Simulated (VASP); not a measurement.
Given:

```
CELL_PARAMETERS angstrom
      0.00000     2.41703     2.41703
      2.41703     0.00000     2.41703
      2.41703     2.41703     0.00000
ATOMIC_POSITIONS crystal
  Ca 0.00000 0.00000 0.00000
  O  0.50000 0.50000 0.50000
```

Method: r2SCAN meta-GGA, VASP's PBE PAW potentials (set 64) (plane waves; VASP). Settings: 600 eV cut-off, 10×10×10 Γ-centred mesh, Gaussian smearing of 0.050 eV, potentials Ca_sv O.

**Question.** Give the stress tensor in GPa (positive for a compressed cell).

**Answer.** 
```
-1.86   0.00   0.00
 0.00  -1.86   0.00
 0.00   0.00  -1.86
```
The pressure is its mean diagonal, -1.86 GPa.

The compound is CaO in the rock salt structure. This cell was strained or had an atom moved on purpose.
